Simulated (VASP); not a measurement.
Output of a VASP run:

### OSZICAR
```
       N       E                     dE             d eps       ncg     rms          rms(c)
DAV:   1     0.502590343228E+02    0.50259E+02   -0.42083E+03  2240   0.104E+03
DAV:   2    -0.112059133780E+02   -0.61465E+02   -0.57853E+02  2264   0.230E+02
DAV:   3    -0.135150678892E+02   -0.23092E+01   -0.22636E+01  2700   0.567E+01
DAV:   4    -0.135648731121E+02   -0.49805E-01   -0.49755E-01  2736   0.740E+00
DAV:   5    -0.135669040802E+02   -0.20310E-02   -0.20309E-02  2808   0.147E+00    0.121E+01
DAV:   6    -0.169433837888E+02   -0.33765E+01   -0.31402E+01  2604   0.128E+02    0.196E+01
DAV:   7    -0.119356239032E+02    0.50078E+01   -0.19687E+01  2528   0.862E+01    0.176E+00
DAV:   8    -0.119508168213E+02   -0.15193E-01   -0.38282E-01  2388   0.528E+00    0.127E+00
DAV:   9    -0.119372336218E+02    0.13583E-01   -0.28192E-02  2988   0.330E+00    0.420E-01
DAV:  10    -0.119364041128E+02    0.82951E-03   -0.13368E-03  3196   0.633E-01    0.169E-01
DAV:  11    -0.119363348774E+02    0.69235E-04   -0.16064E-04  3312   0.179E-01    0.608E-02
DAV:  12    -0.119363334670E+02    0.14104E-05   -0.74465E-06  2744   0.444E-02    0.264E-02
DAV:  13    -0.119363311985E+02    0.22685E-05   -0.32951E-06  2908   0.356E-02    0.447E-03
DAV:  14    -0.119363311724E+02    0.26163E-07   -0.14808E-07  1180   0.460E-03
   1 F= -.11936331E+02 E0= -.11936252E+02  d E =-.238216E-03  mag=    -0.0000    -0.0000     0.0000
```

OUTCAR:
```
------------------------ aborting loop because EDIFF is reached ----------------------------------------
  FORCE on cell =-STRESS in cart. coord.  units (eV):
  Direction    XX          YY          ZZ          XY          YZ          ZX
  --------------------------------------------------------------------------------------
  Total       -1.6668062     -1.6668062     -1.6668062     -0.0000000     -0.0000000     -0.0000000
  in kB     -107.5714637   -107.5714637   -107.5714637     -0.0000000     -0.0000000     -0.0000000
  external PRESSURE =    -107.5714637 kB  Pullay stress =       0.0000000 kB
  volume of cell :       24.83
      direct lattice vectors                 reciprocal lattice vectors
     2.917200000  0.000000000  0.000000000     0.342794460  0.000000000  0.000000000
     0.000000000  2.917200000  0.000000000     0.000000000  0.342794460  0.000000000
     0.000000000  0.000000000  2.917200000     0.000000000  0.000000000  0.342794460
 POSITION                                       TOTAL-FORCE (eV/Angst)
 -----------------------------------------------------------------------------------
      1.45860      1.45860      1.45860         0.000000      0.000000      0.000000
      0.00000      0.00000      0.00000         0.000000      0.000000      0.000000
 -----------------------------------------------------------------------------------
    total drift:                               -0.000000     -0.000000     -0.000000
  FREE ENERGIE OF THE ION-ELECTRON SYSTEM (eV)
  ---------------------------------------------------
  free  energy   TOTEN  =       -11.9363311724 eV

  energy  without entropy=      -11.9360929567  energy(sigma->0) =      -11.93625177

 Ion:    1  E_soc:     -0.0002901

 Ion:    2  E_soc:     -0.0152475
```
(Selected blocks of OUTCAR.)

**POSCAR**
```
CoAl
1
    2.9172000000     0.0000000000     0.0000000000
    0.0000000000     2.9172000000     0.0000000000
    0.0000000000     0.0000000000     2.9172000000
Al Co
1 1
Direct
  0.5000000000   0.5000000000   0.5000000000
  0.0000000000   0.0000000000   0.0000000000
```

### Question
Reconstruct the remaining input files.

### Answer
One answer among several that fit: the input of the run itself, PBE GGA with spin-orbit coupling, plane waves, VASP's PBE PAW potentials (set 64).

INCAR:
```
ALGO  =  Normal
EDIFF  =  1E-6
ENCUT  =  400
GGA  =  PE
GGA_COMPAT  =  .FALSE.
ISIF  =  2
ISMEAR  =  1
LASPH  =  .TRUE.
LCHARG  =  .FALSE.
LMAXMIX  =  4
LREAL  =  .FALSE.
LSORBIT  =  .TRUE.
LWAVE  =  .FALSE.
MAGMOM  =  6*0
NELM  =  100
PREC  =  Accurate
SIGMA  =  0.1
SYSTEM  =  CoAl
```

KPOINTS:
```
kpoints
0
Gamma
 11 11 11
0 0 0
```

POTCAR, in this order: Al Co (PBE.64 set). Program: vasp_ncl.

The compound is CoAl in the CsCl type structure. The cell was not relaxed at this level. The run is one of a series of settings (GGA_COMPAT = .FALSE., LSORBIT = .TRUE., MAGMOM = 0 0 0 0 0 0, program vasp_ncl against the base run), some of them coarse on purpose.
